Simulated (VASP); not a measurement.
VASP ran on this input.

**POSCAR**
```
GaN
1
    1.5399954811    -2.6673503700     0.0000000000
    1.5399954811     2.6673503700     0.0000000000
   -0.0000000000    -0.0000000000     5.0178242116
Ga N
2 2
Direct
  0.6666670000   0.3333330000   0.5003048033
  0.3333330000   0.6666670000   0.0003048033
  0.6666670000   0.3333330000   0.8766951967
  0.3333330000   0.6666670000   0.3766951967
```

**INCAR**
```
SYSTEM = GaN
PREC = Accurate
ENCUT = 600
EDIFF = 1E-7
NELM = 100
ALGO = Normal
LREAL = .FALSE.
LASPH = .TRUE.
ISMEAR = 0
SIGMA = 0.05
GGA = PE
LMAXMIX = 4
LWAVE = .FALSE.
LCHARG = .FALSE.
ISIF = 3
IBRION = 2
NSW = 40
EDIFFG = -0.01
PSTRESS = 300
```

### KPOINTS
```
Automatic mesh
0
Gamma
  8 8 4
```

POTCAR, in this order: Ga_d N (PBE.64 set). Program: vasp_std.

Question: Translate this PBE calculation to Ansatz.

Answer: One equivalent input (not run):
Ansatz 0.2 input:
```yaml
crystal:
  lattice:
    - [1.5399955, -2.6673504, 0.0000000]
    - [1.5399955, 2.6673504, 0.0000000]
    - [0.0000000, 0.0000000, 5.0178242]
  atoms:
    - { symbol: Ga, position: [0.6666670, 0.3333330, 0.5003048] }
    - { symbol: Ga, position: [0.3333330, 0.6666670, 0.0003048] }
    - { symbol: N, position: [0.6666670, 0.3333330, 0.8766952] }
    - { symbol: N, position: [0.3333330, 0.6666670, 0.3766952] }
kpoints:
  mp_grid: { grid: [8, 8, 4] }
hamiltonian:
  xc: pbe
  pseudopotentials: { kind: paw }
scf:
  occupations: { method: gaussian, width: 0.05 }
  max_iter: 100
relax:
  max_steps: 40
  f_tol: 0.01
  cell: { p_target: 30 }
output: { forces: true, stress: true, eigenvalues: true }
```
The two are equivalent in intent, not identical: each code has its own PAW files, so the cut-off isn't converted (ENCUT is set for VASP's; basis.ecutwfc is left out, and Ansatz then takes the one that its files recommend); Ansatz stops its SCF on the density residual and VASP on the energy change (EDIFF).

The compound is GaN in the wurtzite structure. It was relaxed first under an external pressure of 30 GPa.
